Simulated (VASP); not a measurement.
These are PBE GGA, VASP's PBE PAW potentials (set 64) (plane waves; VASP) values and carry that method's errors.

The input files of a VASP run:

**KPOINTS**
```
k-points along high-symmetry lines
15
Line-mode
Reciprocal
  0.000000   0.000000   0.000000 ! GAMMA
  0.000000   0.500000   0.000000 ! X

  0.000000   0.500000   0.000000 ! X
  0.500000   0.500000   0.000000 ! M

  0.500000   0.500000   0.000000 ! M
  0.000000   0.000000   0.000000 ! GAMMA

  0.000000   0.000000   0.000000 ! GAMMA
  0.500000   0.500000   0.500000 ! R

  0.500000   0.500000   0.500000 ! R
  0.000000   0.500000   0.000000 ! X

  0.500000   0.500000   0.500000 ! R
  0.500000   0.500000   0.000000 ! M
```

### POSCAR
```
Ga4AsP3
5.5608820
  0.9999999719   0.0000000000   0.0000000000
  0.0000000000   0.9999999719   0.0000000000
  0.0000000000   0.0000000000   0.9999999719
Ga P As
4 3 1
Cartesian
  0.9955788601   0.0044211119   0.0044211119
  0.5044210978   0.4955788741   0.0044211119
  0.5044210978   0.0044211119   0.4955788741
  0.9955788601   0.4955788741   0.4955788741
  0.2499999930   0.2499999930   0.2499999930
  0.7499999789   0.7499999789   0.2499999930
  0.7499999789   0.2499999930   0.7499999789
  0.2499999930   0.7499999789   0.7499999789
```

**INCAR**
```
SYSTEM = Ga4AsP3
PREC = Accurate; ENCUT = 400; LREAL = .False.
LASPH = .True.; ICHARG = 11
EDIFF = 1E-6; NELM = 100; ALGO = Normal
LMAXMIX = 4
ISMEAR = 0; SIGMA = 0.05
GGA = PE
LWAVE = .False.; LCHARG = .False.
```

POTCAR, in this order: Ga_d P As (PBE.64 set). Program: vasp_std. Read from the step before: CHGCAR.

Output of the run:

OSZICAR:
```
       N       E                     dE             d eps       ncg     rms          rms(c)
DAV:   1     0.561892155376E+03    0.56189E+03   -0.29276E+04  8248   0.210E+03
DAV:   2     0.536037147931E+02   -0.50829E+03   -0.49553E+03  8330   0.532E+02
DAV:   3    -0.285834688499E+02   -0.82187E+02   -0.79149E+02  9039   0.159E+02
DAV:   4    -0.336129929893E+02   -0.50295E+01   -0.49698E+01  9554   0.387E+01
DAV:   5    -0.337762006575E+02   -0.16321E+00   -0.16251E+00 10199   0.667E+00
DAV:   6    -0.337826207369E+02   -0.64201E-02   -0.64137E-02 11397   0.122E+00
DAV:   7    -0.337827130161E+02   -0.92279E-04   -0.92253E-04 10048   0.146E-01
DAV:   8    -0.337827151881E+02   -0.21720E-05   -0.21723E-05 10831   0.240E-02
DAV:   9    -0.337827152189E+02   -0.30777E-07   -0.30732E-07  6251   0.291E-03
   1 F= -.33782715E+02 E0= -.33782715E+02  d E =-.146633E-11
```

OUTCAR:
```
 val. band max:        4.1590163369   @ k =   0.0000   0.0000   0.0000

 cond. band min:       5.3284854105   @ k =   0.0000   0.0000   0.0000



 k-point     1 :       0.0000    0.0000    0.0000
  band No.  band energies     occupation
      1     -10.5369      2.00000
      2     -10.5242      2.00000
      3     -10.5242      2.00000
      4     -10.4246      2.00000
      5     -10.4246      2.00000
      6     -10.4246      2.00000
      7     -10.3741      2.00000
      8     -10.3741      2.00000
      9     -10.3741      2.00000
     10     -10.3673      2.00000
     11     -10.3673      2.00000
     12     -10.3673      2.00000
     13     -10.3672      2.00000
     14     -10.3672      2.00000
     15     -10.3672      2.00000
     16     -10.3394      2.00000
     17     -10.3394      2.00000
     18     -10.3222      2.00000
     19     -10.3222      2.00000
     20     -10.3222      2.00000
     21      -8.1744      2.00000
     22      -5.6365      2.00000
     23      -5.3798      2.00000
     24      -5.3798      2.00000
     25      -2.4800      2.00000
     26      -2.4800      2.00000
     27      -2.4800      2.00000
     28       1.5129      2.00000
     29       1.5129      2.00000
     30       1.5129      2.00000
     31       1.6219      2.00000
     32       1.6219      2.00000
     33       1.6219      2.00000
     34       4.1590      2.00000
     35       4.1590      2.00000
     36       4.1590      2.00000
     37       5.3285      0.00000
     38       5.6001      0.00000
     39       5.9359      0.00000
     40       5.9359      0.00000
     41       5.9359      0.00000
     42       5.9426      0.00000
     43       5.9426      0.00000

 k-point     2 :       0.0000    0.0357    0.0000
  band No.  band energies     occupation
      1     -10.5366      2.00000
      2     -10.5240      2.00000
      3     -10.5239      2.00000
      4     -10.4250      2.00000
      5     -10.4244      2.00000
      6     -10.4244      2.00000
...
```

The density is held fixed in this step, so its total energy and stress have no physical meaning.

The structure was generated: Ga4AsP3 was put into an ordered model structure (P-43m), which need not be its known phase. It was relaxed first.
